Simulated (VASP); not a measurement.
Data:

```
CdS
1.0
    0.00000     2.65632     2.65632
    2.65632     0.00000     2.65632
    2.65632     2.65632     0.00000
Cd S
1 1
Direct
  0.00000   0.00000   0.00000
  0.25000   0.25000   0.25000
```

These are LDA (Ceperley-Alder, Perdew-Zunger), VASP's LDA PAW potentials (set 64) (plane waves; VASP) values and carry that method's errors. Run with 500 eV cut-off, 9×9×9 Γ-centred mesh, Gaussian smearing of 0.050 eV, potentials Cd S.

Question: Estimate the energy per atom (σ→0), pressure, band gap (on the k-mesh) with the smallest direct gap where there is one.

Answer: 
The band gap (on the k-mesh) is 1.43 eV and the smallest direct gap (on the k-mesh) comes out as 1.43 eV. The energy per atom (σ→0) comes out as -3.311 eV/atom and the pressure comes out as 29.98 GPa.

The absolute energy has meaning only against runs of the same code, potentials and settings.

The compound is CdS in the zinc blende structure, a metastable form; wurtzite is the usual one. It was relaxed first under an external pressure of 30 GPa.
